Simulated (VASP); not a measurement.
Given:

```
CELL_PARAMETERS angstrom
     -1.57639     1.57639     1.57639
      1.57639    -1.57639     1.57639
      1.57639     1.57639    -1.57639
ATOMIC_POSITIONS crystal
  Mo 0.00000 0.00000 0.00000
```

Level of theory: r2SCAN meta-GGA, VASP's PBE PAW potentials (set 64) (plane waves; VASP). Numerical set-up: 480 eV cut-off, 16×16×16 Γ-centred mesh, first-order Methfessel-Paxton smearing of 0.10 eV, potentials Mo_sv.

Each relaxation starts from this cell; other phases were not tried.

The cell is relaxed at 2 GPa. What happens?

The volume per atom goes from 15.67 to 15.57 Å³ (-0.6 %), and the cell becomes a = b = c = 3.1461 Å, α = β = γ = 90.00°, space group Im-3m.

The cell is relaxed at 15 GPa. What happens?

The volume per atom goes from 15.67 to 14.93 Å³ (-4.7 %), and the cell becomes a = b = c = 3.1024 Å, α = β = γ = 90.00°, space group Im-3m.

Failed runs are left out, and for metals the shear rows, which the mesh's noise covers.

The compound is Mo in the bcc structure.
